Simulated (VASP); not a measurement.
A run of VASP 6.6.1:

INCAR

```
SYSTEM = TaTl
  ALGO = Normal
  EDIFF = 1E-7
  EDIFFG = -0.01
  ENCUT = 600
  GGA = PE
  IBRION = 2
  ISIF = 3
  ISMEAR = 1
  LASPH = .True.
  LCHARG = .False.
  LREAL = .False.
  LWAVE = .False.
  NELM = 60
  NSW = 40
  PREC = Accurate
  SIGMA = 0.1
```

Contents of KPOINTS:

```
k-points
0
Gamma
  7 7 7
  0 0 0
```

POSCAR

```
TaTl
1.0
    3.6221205400      0.0000000000      0.0000000000
    0.0000000000      3.6221205400      0.0000000000
    0.0000000000      0.0000000000      3.6221205400
Ta Tl
1 1
Direct
    0.0000000000      0.0000000000      0.0000000000
    0.5000000000      0.5000000000      0.5000000000
```

Potentials or basis: VASP PAW PBE potentials, release 64 (Ta_pv, Tl_d).

Launch:

```bash
$ cat potpaw_PBE.64/Ta_pv/POTCAR potpaw_PBE.64/Tl_d/POTCAR > POTCAR
$ mpirun -np 1 vasp_std > vasp.out
```

Hardware: 1 thread of Intel(R) Xeon(R) 6975P-C (Granite Rapids), with other jobs on the host.

How long does it take, and how much memory?

Wall time 42 s on 1 thread of Intel(R) Xeon(R) 6975P-C (Granite Rapids), with other jobs on the host, peak memory 0.18 GiB. Counts: scf iterations 61, k points 20, ion steps 7.
